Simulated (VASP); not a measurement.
# Gap of AlN, level by level, part 3 of 7

How does the gap of AlN depend on the functional? LASPH is on for some levels and off for others; the table marks which. The start is a cell from a database of measured crystal structures.

VASP 6.6.1, plane waves and PAW; the level of theory is named at each step.

So far, least gap on mesh and path (eV): step 2 (bands, level LDA) 4.23; step 3 (bands, level PBE) 4.21; step 4 (bands, level r2SCAN) 4.89.

## 5. Bands with TB-mBJ

This step: TB-mBJ; plane waves and PAW (Al, N) (VASP 6.6.1).

TB-mBJ is a local potential fitted to gaps: it costs far less than a hybrid but gives no energy.

INCAR reads:

```
SYSTEM = AlN
PREC = Accurate
ENCUT = 520
EDIFF = 1E-06
NELM = 150
ISMEAR = 0
SIGMA = 0.02
LREAL = .FALSE.
ALGO = Normal
METAGGA = MBJ
LASPH = .TRUE.
NBANDS = 22
LORBIT = 11
LWAVE = .FALSE.
LCHARG = .FALSE.
KPAR = 8
```

POSCAR reads:

```
AlN
1.0
    3.1100000000      0.0000000000      0.0000000000
   -1.5550000000      2.6933390058      0.0000000000
    0.0000000000      0.0000000000      4.9800000000
Al N
2 2
Direct
    0.6666666667      0.3333333333      0.0000000000
    0.3333333333      0.6666666667      0.5000000000
    0.6666666667      0.3333333333      0.3820000000
    0.3333333333      0.6666666667      0.8820000000
```

KPOINTS reads:

```
Automatic mesh
0
Gamma
5 5 3
0 0 0
```

KPOINTS_OPT reads:

```
Line mode
16
Line-mode
Reciprocal
  0.00000000   0.00000000   0.00000000 GAMMA
  0.50000000   0.00000000   0.00000000 M

  0.50000000   0.00000000   0.00000000 M
  0.33333333   0.33333333   0.00000000 K

  0.33333333   0.33333333   0.00000000 K
  0.00000000   0.00000000   0.00000000 GAMMA

  0.00000000   0.00000000   0.00000000 GAMMA
  0.00000000   0.00000000   0.50000000 A

  0.00000000   0.00000000   0.50000000 A
  0.50000000   0.00000000   0.50000000 L

  0.50000000   0.00000000   0.50000000 L
  0.33333333   0.33333333   0.50000000 H

  0.33333333   0.33333333   0.50000000 H
  0.00000000   0.00000000   0.50000000 A

  0.50000000   0.00000000   0.50000000 L
  0.50000000   0.00000000   0.00000000 M

  0.33333333   0.33333333   0.00000000 K
  0.33333333   0.33333333   0.50000000 H
```

Potentials, in the order of the species: Al and N (PBE family, release 64).

On the command line:

```console
$ mpirun -np 8 vasp_std
```

Numbers of over 12 decimals in the logs are rounded to 6 here.

What it wrote:

```text
[... set-up lines as in an earlier step ...]
 entering main loop
       N       E                     dE             d eps       ncg     rms          rms(c)
DAV:   1     0.113308244549E+03    0.11331E+03   -0.68161E+03   440   0.648E+02
DAV:   2     0.368981134765E+02   -0.76410E+02   -0.71631E+02   536   0.167E+02
DAV:   3     0.335545721486E+02   -0.33435E+01   -0.33240E+01   560   0.326E+01
DAV:   4     0.335372106083E+02   -0.17362E-01   -0.17360E-01   494   0.258E+00
[...]
DAV:  50     0.448693809750E+02    0.82579E-05   -0.94985E-10   220   0.180E-04    0.333E-05
DAV:  51     0.448693913495E+02    0.10374E-04   -0.78124E-11   220   0.565E-05    0.283E-05
DAV:  52     0.448693910429E+02   -0.30658E-06   -0.12479E-11   220   0.267E-05
   1 F= 0.44869391E+02 E0= 0.44869391E+02  d E =-.435433E-27
 Start KPOINTS_OPT (optional k-point list driver)
k-point batch [1-10\144]
       N       E                     dE             ncg
DAV:   1     0.931830575602E+03   -0.96072E+03      440
DAV:   2     0.235760191831E+03   -0.69607E+03      540
DAV:   3     0.205437699429E+03   -0.30322E+02      550
DAV:   4     0.205238366341E+03   -0.19933E+00      500
DAV:   5     0.205235316774E+03   -0.30496E-02      536
DAV:   6     0.205235253990E+03   -0.62783E-04      494
DAV:   7     0.205235252531E+03   -0.14596E-05      518
DAV:   8     0.205235252460E+03   -0.70585E-07      340
[...]
k-point batch [141-144\144]
       N       E                     dE             ncg
DAV:   1     0.466014590045E+04   -0.25511E+04      176
DAV:   2     0.441490495436E+04   -0.24524E+03      228
DAV:   3     0.440637450260E+04   -0.85305E+01      218
DAV:   4     0.440630741720E+04   -0.67085E-01      218
DAV:   5     0.440630627933E+04   -0.11379E-02      212
DAV:   6     0.440630625595E+04   -0.23383E-04      212
DAV:   7     0.440630625542E+04   -0.52543E-06      206
```

The job ended after 42 s (8 MPI ranks of AMD EPYC 7R43, shared host; peak memory 1.3 GiB; 5.5 min of CPU time).

From OUTCAR (step 5):

```text
  Total       42.9092639     42.9092639     43.2620525      0.0000000      0.0000000      0.0000000
  in kB     1648.0898862   1648.0898863   1661.6400445      0.0000000      0.0000000      0.0000000
  external PRESSURE =    1652.6066057 kB  Pullay stress =       0.0000000 kB

 POSITION                                       TOTAL-FORCE (eV/Angst)
 -----------------------------------------------------------------------------------
      1.55500      0.89778      0.00000         0.000000      0.000000      0.092979
     -0.00000      1.79556      2.49000        -0.000000      0.000000      0.092979
      1.55500      0.89778      1.90236         0.000000      0.000000     -0.092979
     -0.00000      1.79556      4.39236         0.000000     -0.000000     -0.092979
 -----------------------------------------------------------------------------------
    total drift:                                0.000000      0.000000      0.408361

  FREE ENERGIE OF THE ION-ELECTRON SYSTEM (eV)
  ---------------------------------------------------
  free  energy   TOTEN  =        44.8693910429 eV

  energy  without entropy=       44.8693910429  energy(sigma->0) =       44.86939104

[... 2 parts as in an earlier step ...]

[... 1 further part left out ...]
[key lines of the parts left out:]
E-fermi :   6.3513
```

This functional is a potential without an energy, so its energies, forces and stress mean nothing and are not read.

The electronic bands at the labelled points (eV, zero at the valence-band top; v1 is the highest filled band, c1 the lowest empty one):

```csv
point,v4,v3,v2,v1,c1,c2,c3,c4
Γ,-0.89,-0.23,-0.23,0.00,5.37,7.92,12.25,12.46
0.53 of the way,-2.51,-1.61,-0.50,-0.47,7.48,8.85,9.41,11.54
M,-3.17,-2.05,-1.61,-0.72,7.25,7.28,9.38,11.79
0.47 of the way,-2.96,-2.76,-1.72,-1.41,7.09,8.41,10.00,11.56
K,-3.58,-2.35,-2.26,-2.26,6.65,9.83,11.05,11.05
0.53 of the way,-2.96,-1.53,-0.79,-0.50,7.82,9.26,10.02,10.30
Γ,-0.89,-0.23,-0.23,0.00,5.37,7.92,12.25,12.46
0.47 of the way,-0.80,-0.80,-0.32,-0.32,6.19,8.00,11.88,12.40
A,-0.57,-0.57,-0.57,-0.57,7.63,7.63,11.77,11.77
0.53 of the way,-1.53,-1.53,-1.08,-1.08,7.75,7.75,10.90,10.90
L,-1.45,-1.45,-1.32,-1.32,6.72,6.72,10.56,10.56
0.53 of the way,-2.68,-2.68,-0.92,-0.92,7.65,7.65,10.52,10.52
H,-3.58,-3.58,-0.81,-0.81,8.93,8.93,9.13,9.13
0.53 of the way,-1.66,-1.66,-1.16,-1.16,8.11,8.11,10.81,10.81
A,-0.57,-0.57,-0.57,-0.57,7.63,7.63,11.77,11.77
jump to L,-1.45,-1.45,-1.32,-1.32,6.72,6.72,10.56,10.56
0.53 of the way,-2.51,-1.91,-1.18,-0.92,6.55,7.33,10.63,10.75
M,-3.17,-2.05,-1.61,-0.72,7.25,7.28,9.38,11.79
jump to K,-3.58,-2.35,-2.26,-2.26,6.65,9.83,11.05,11.05
0.47 of the way,-4.14,-2.72,-1.50,-1.50,7.34,9.72,10.06,10.06
H,-3.58,-3.58,-0.81,-0.81,8.93,8.93,9.13,9.13
```

Of the projections kept (Al, N), the largest for each band there; the rest of the weight can lie on other orbitals:

```csv
point,v4,v3,v2,v1,c1,c2,c3,c4
Γ,N 0.90,N 0.97,N 0.97,N 0.97,N 0.77,Al 0.61,N 0.92,Al 0.99
M,N 0.78,N 0.82,N 0.85,N 0.91,Al 0.76,N 0.65,N 0.56,N 0.91
K,N 0.73,N 0.86,N 0.82,N 0.82,Al 0.93,N 0.99,N 0.84,N 0.84
Γ,N 0.90,N 0.97,N 0.97,N 0.97,N 0.77,Al 0.61,N 0.92,Al 0.99
A,N 0.93,N 0.93,N 0.93,N 0.93,N 0.72,N 0.72,Al 0.56,Al 0.56
L,N 0.86,N 0.86,N 0.88,N 0.88,Al 0.55,Al 0.55,Al 0.87,Al 0.87
```

The gap is 5.37 eV, direct at Γ. Against LDA that is +1.14 eV; this run took 2.2 times the core time.

## 6. Bands with TPSS

This step: TPSS; plane waves and PAW (Al, N) (VASP 6.6.1).

TPSS is an older meta-GGA.

INCAR: that of step 5 with these lines changed.

```diff
@@ -4,3 +4,3 @@
 EDIFF = 1E-06
-NELM = 150
+NELM = 100
 ISMEAR = 0
@@ -9,3 +9,3 @@
 ALGO = Normal
-METAGGA = MBJ
+METAGGA = TPSS
 LASPH = .TRUE.
```

POSCAR is that of step 5.

KPOINTS is that of step 5.

KPOINTS_OPT is that of step 5.

On the command line:

```console
$ mpirun -np 8 vasp_std
```

What it wrote:

```text
[... set-up lines as in an earlier step ...]
 entering main loop
       N       E                     dE             d eps       ncg     rms          rms(c)
DAV:   1     0.803370771794E+02    0.80337E+02   -0.68242E+03   440   0.729E+02
DAV:   2    -0.283135918416E+02   -0.10865E+03   -0.92668E+02   634   0.235E+02
DAV:   3    -0.357523296312E+02   -0.74387E+01   -0.73590E+01   640   0.540E+01
DAV:   4    -0.359276782277E+02   -0.17535E+00   -0.17521E+00   640   0.106E+01
[...]
DAV:  13    -0.421671796150E+02   -0.29045E-05   -0.18746E-05   522   0.260E-02    0.553E-03
DAV:  14    -0.421671807196E+02   -0.11046E-05   -0.72252E-07   276   0.605E-03    0.704E-03
DAV:  15    -0.421671800733E+02    0.64636E-06   -0.54064E-07   256   0.455E-03
   1 F= -.42167180E+02 E0= -.42167180E+02  d E =-.549012E-11
 Start KPOINTS_OPT (optional k-point list driver)
k-point batch [1-10\144]
       N       E                     dE             ncg
DAV:   1     0.887227023218E+03   -0.10053E+04      440
DAV:   2     0.213734783558E+03   -0.67349E+03      544
DAV:   3     0.181434705048E+03   -0.32300E+02      544
DAV:   4     0.181249436468E+03   -0.18527E+00      512
DAV:   5     0.181246959803E+03   -0.24767E-02      542
DAV:   6     0.181246911013E+03   -0.48790E-04      506
DAV:   7     0.181246909963E+03   -0.10499E-05      502
DAV:   8     0.181246909893E+03   -0.69816E-07      354
[...]
k-point batch [141-144\144]
       N       E                     dE             ncg
DAV:   1     0.464153539077E+04   -0.25697E+04      176
DAV:   2     0.440316220653E+04   -0.23837E+03      220
DAV:   3     0.439429589418E+04   -0.88663E+01      218
DAV:   4     0.439424052702E+04   -0.55367E-01      200
DAV:   5     0.439423971181E+04   -0.81521E-03      218
DAV:   6     0.439423969552E+04   -0.16288E-04      206
DAV:   7     0.439423969516E+04   -0.35619E-06      210
```

Run time: 72 s. Hardware: 8 MPI ranks; peak memory 1.1 GiB.

OUTCAR, selected parts (step 6):

```text
  Total        0.5279408      0.5279408      0.4974525      0.0000000      0.0000000      0.0000000
  in kB       20.2775290     20.2775290     19.1065124      0.0000000      0.0000000      0.0000000
  external PRESSURE =      19.8871902 kB  Pullay stress =       0.0000000 kB

 POSITION                                       TOTAL-FORCE (eV/Angst)
 -----------------------------------------------------------------------------------
      1.55500      0.89778      0.00000         0.000000      0.000000      0.005903
     -0.00000      1.79556      2.49000         0.000000     -0.000000      0.005903
      1.55500      0.89778      1.90236        -0.000000      0.000000     -0.005903
     -0.00000      1.79556      4.39236         0.000000     -0.000000     -0.005903
 -----------------------------------------------------------------------------------
    total drift:                                0.000000      0.000000      0.000797

  FREE ENERGIE OF THE ION-ELECTRON SYSTEM (eV)
  ---------------------------------------------------
  free  energy   TOTEN  =       -42.1671800733 eV

  energy  without entropy=      -42.1671800733  energy(sigma->0) =      -42.16718007

[... 2 parts as in an earlier step ...]

[... 1 further part left out ...]
[key lines of the parts left out:]
E-fermi :   6.1738
```

The electronic bands at the labelled points (eV, zero at the valence-band top; v1 is the highest filled band, c1 the lowest empty one):

```csv
point,v4,v3,v2,v1,c1,c2,c3,c4
Γ,-0.88,-0.23,-0.23,0.00,4.22,6.89,10.73,11.47
0.53 of the way,-2.69,-1.65,-0.51,-0.45,6.33,7.56,8.12,10.41
M,-3.37,-2.11,-1.80,-0.70,5.82,5.89,8.39,10.45
0.47 of the way,-3.15,-2.94,-1.87,-1.46,5.54,7.07,8.99,10.27
K,-3.80,-2.50,-2.40,-2.40,5.01,8.38,9.86,9.86
0.53 of the way,-3.23,-1.58,-0.82,-0.51,6.71,7.77,8.78,9.24
Γ,-0.88,-0.23,-0.23,0.00,4.22,6.89,10.73,11.47
0.47 of the way,-0.80,-0.80,-0.32,-0.32,5.11,6.98,10.45,11.43
A,-0.56,-0.56,-0.56,-0.56,6.58,6.58,10.55,10.55
0.53 of the way,-1.63,-1.63,-1.10,-1.10,6.46,6.46,9.78,9.78
L,-1.48,-1.48,-1.38,-1.38,5.34,5.34,9.49,9.49
0.53 of the way,-2.90,-2.90,-0.92,-0.92,6.30,6.30,9.29,9.29
H,-3.94,-3.94,-0.79,-0.79,7.42,7.42,8.02,8.02
0.53 of the way,-1.76,-1.76,-1.21,-1.21,6.83,6.83,9.66,9.66
A,-0.56,-0.56,-0.56,-0.56,6.58,6.58,10.55,10.55
jump to L,-1.48,-1.48,-1.38,-1.38,5.34,5.34,9.49,9.49
0.53 of the way,-2.68,-1.96,-1.25,-0.92,5.13,5.96,9.57,9.62
M,-3.37,-2.11,-1.80,-0.70,5.82,5.89,8.39,10.45
jump to K,-3.80,-2.50,-2.40,-2.40,5.01,8.38,9.86,9.86
0.47 of the way,-4.41,-2.95,-1.56,-1.56,5.77,8.25,8.95,8.95
H,-3.94,-3.94,-0.79,-0.79,7.42,7.42,8.02,8.02
```

Of the projections kept (Al, N), the largest for each band there; the rest of the weight can lie on other orbitals:

```csv
point,v4,v3,v2,v1,c1,c2,c3,c4
Γ,N 0.90,N 0.97,N 0.97,N 0.97,N 0.74,Al 0.67,N 0.93,Al 0.98
M,N 0.73,N 0.80,N 0.81,N 0.90,N 0.71,Al 0.76,N 0.51,N 0.92
K,N 0.66,N 0.84,N 0.78,N 0.78,Al 0.93,N 0.99,N 0.85,N 0.85
Γ,N 0.90,N 0.97,N 0.97,N 0.97,N 0.74,Al 0.67,N 0.93,Al 0.98
A,N 0.93,N 0.93,N 0.93,N 0.93,N 0.71,N 0.71,Al 0.60,Al 0.60
L,N 0.84,N 0.84,N 0.87,N 0.87,Al 0.56,Al 0.56,Al 0.84,Al 0.84
```

The gap is 4.22 eV, direct at Γ. Against LDA that is -0.01 eV; this run took 3.8 times the core time.

## 7. Bands with LAK

This step: LAK; plane waves and PAW (Al, N) (VASP 6.6.1).

LAK is a meta-GGA built to open gaps without exact exchange.

INCAR: that of step 6 with these lines changed.

```diff
@@ -9,3 +9,3 @@
 ALGO = Normal
-METAGGA = TPSS
+METAGGA = LAK
 LASPH = .TRUE.
```

POSCAR is that of step 6.

KPOINTS is that of step 6.

KPOINTS_OPT is that of step 6.

On the command line:

```console
$ mpirun -np 8 vasp_std
```

What it wrote:

```text
[... set-up lines as in an earlier step ...]
 entering main loop
       N       E                     dE             d eps       ncg     rms          rms(c)
DAV:   1     0.364397291688E+02    0.36440E+02   -0.69160E+03   440   0.664E+02
DAV:   2    -0.388976272843E+02   -0.75337E+02   -0.70294E+02   530   0.168E+02
DAV:   3    -0.421921820125E+02   -0.32946E+01   -0.32744E+01   554   0.327E+01
DAV:   4    -0.422106394127E+02   -0.18457E-01   -0.18456E-01   518   0.271E+00
[...]
DAV:  12    -0.286761475061E+02   -0.36480E-04   -0.24411E-04   458   0.104E-01    0.336E-01
DAV:  13    -0.286762337867E+02   -0.86281E-04   -0.94290E-05   500   0.814E-02    0.813E-02
DAV:  14    -0.286762339212E+02   -0.13455E-06   -0.40742E-06   506   0.142E-02
   1 F= -.28676234E+02 E0= -.28676234E+02  d E =-.421040E-17
 Start KPOINTS_OPT (optional k-point list driver)
k-point batch [1-10\144]
       N       E                     dE             ncg
DAV:   1     0.882702766209E+03   -0.10099E+04      440
DAV:   2     0.174838198828E+03   -0.70786E+03      544
DAV:   3     0.142109242880E+03   -0.32729E+02      536
DAV:   4     0.141906635957E+03   -0.20261E+00      518
DAV:   5     0.141903436846E+03   -0.31991E-02      536
DAV:   6     0.141903365102E+03   -0.71744E-04      506
DAV:   7     0.141903363257E+03   -0.18447E-05      534
DAV:   8     0.141903363201E+03   -0.55910E-07      376
[...]
k-point batch [141-144\144]
       N       E                     dE             ncg
DAV:   1     0.463658902047E+04   -0.25747E+04      176
DAV:   2     0.438795928611E+04   -0.24863E+03      214
DAV:   3     0.437902684185E+04   -0.89324E+01      212
DAV:   4     0.437896464944E+04   -0.62192E-01      206
DAV:   5     0.437896356112E+04   -0.10883E-02      212
DAV:   6     0.437896353638E+04   -0.24742E-04      212
DAV:   7     0.437896353575E+04   -0.63201E-06      212
```

Run time: 80 s. Hardware: 8 MPI ranks; peak memory 1.1 GiB; 11 min of CPU time.

OUTCAR, selected parts (step 7):

```text
  Total        0.1882871      0.1882871      0.2449482      0.0000000      0.0000000     -0.0000000
  in kB        7.2318657      7.2318657      9.4081456      0.0000000      0.0000000     -0.0000000
  external PRESSURE =       7.9572923 kB  Pullay stress =       0.0000000 kB

 POSITION                                       TOTAL-FORCE (eV/Angst)
 -----------------------------------------------------------------------------------
      1.55500      0.89778      0.00000        -0.000000     -0.000000      0.024778
     -0.00000      1.79556      2.49000         0.000000      0.000000      0.024778
      1.55500      0.89778      1.90236        -0.000000     -0.000000     -0.024778
     -0.00000      1.79556      4.39236        -0.000000      0.000000     -0.024778
 -----------------------------------------------------------------------------------
    total drift:                                0.000001      0.000001      0.017245

  FREE ENERGIE OF THE ION-ELECTRON SYSTEM (eV)
  ---------------------------------------------------
  free  energy   TOTEN  =       -28.6762339212 eV

  energy  without entropy=      -28.6762339212  energy(sigma->0) =      -28.67623392

[... 2 parts as in an earlier step ...]

[... 1 further part left out ...]
[key lines of the parts left out:]
E-fermi :   6.1079
```

Electronic bands along the path, in eV, zero at the valence-band top; v1 is the highest filled band, c1 the lowest empty one:

```csv
point,v4,v3,v2,v1,c1,c2,c3,c4
Γ,-0.90,-0.24,-0.24,0.00,5.38,7.93,12.17,12.40
0.53 of the way,-2.65,-1.66,-0.51,-0.47,7.46,8.64,9.24,11.57
M,-3.33,-2.12,-1.71,-0.72,6.89,6.99,9.48,11.73
0.47 of the way,-3.11,-2.90,-1.81,-1.46,6.67,8.19,10.08,11.50
K,-3.77,-2.47,-2.37,-2.37,6.19,9.62,10.99,10.99
0.53 of the way,-3.14,-1.58,-0.82,-0.51,7.86,8.94,9.84,10.29
Γ,-0.90,-0.24,-0.24,0.00,5.38,7.93,12.17,12.40
0.47 of the way,-0.82,-0.82,-0.33,-0.33,6.23,8.04,11.81,12.35
A,-0.58,-0.58,-0.58,-0.58,7.70,7.70,11.75,11.75
0.53 of the way,-1.61,-1.61,-1.12,-1.12,7.59,7.59,10.89,10.89
L,-1.49,-1.49,-1.37,-1.37,6.45,6.45,10.52,10.52
0.53 of the way,-2.83,-2.83,-0.93,-0.93,7.40,7.40,10.41,10.41
H,-3.81,-3.81,-0.81,-0.81,8.62,8.62,9.04,9.04
0.53 of the way,-1.74,-1.74,-1.20,-1.20,7.98,7.98,10.76,10.76
A,-0.58,-0.58,-0.58,-0.58,7.70,7.70,11.75,11.75
jump to L,-1.49,-1.49,-1.37,-1.37,6.45,6.45,10.52,10.52
0.53 of the way,-2.64,-1.97,-1.23,-0.94,6.23,7.07,10.67,10.72
M,-3.33,-2.12,-1.71,-0.72,6.89,6.99,9.48,11.73
jump to K,-3.77,-2.47,-2.37,-2.37,6.19,9.62,10.99,10.99
0.47 of the way,-4.37,-2.88,-1.55,-1.55,6.93,9.49,10.00,10.00
H,-3.81,-3.81,-0.81,-0.81,8.62,8.62,9.04,9.04
```

Of the projections kept (Al, N), the largest for each band there; the rest of the weight can lie on other orbitals:

```csv
point,v4,v3,v2,v1,c1,c2,c3,c4
Γ,N 0.89,N 0.97,N 0.97,N 0.97,N 0.71,Al 0.69,N 0.91,Al 0.98
M,N 0.74,N 0.80,N 0.82,N 0.90,N 0.64,Al 0.80,Al 0.52,N 0.91
K,N 0.66,N 0.84,N 0.78,N 0.78,Al 0.93,N 0.99,N 0.83,N 0.83
Γ,N 0.89,N 0.97,N 0.97,N 0.97,N 0.71,Al 0.69,N 0.91,Al 0.98
A,N 0.93,N 0.93,N 0.93,N 0.93,N 0.67,N 0.67,Al 0.61,Al 0.61
L,N 0.84,N 0.84,N 0.87,N 0.87,Al 0.60,Al 0.60,Al 0.89,Al 0.89
```

The gap is 5.38 eV, direct at Γ. Against LDA that is +1.15 eV; this run took 4.3 times the core time.

(Continued in part 4 of 7.)

[Lines on the potential files, build, host, timing and source positions are cut from VASP's logs without a mark.]

[Logs are printed without paths, hosts, clocks, repeated set-up lines and the standing remarks that a program may print on its own settings, such as how far it seeks lower states.]

[Hosts, paths, dates, database ids (printed as entryN), source tags and the programs' standing remarks are cut or masked in the printed files.]

[A measured line is paired with the nearest computed mode of its activity, which favours agreement.]
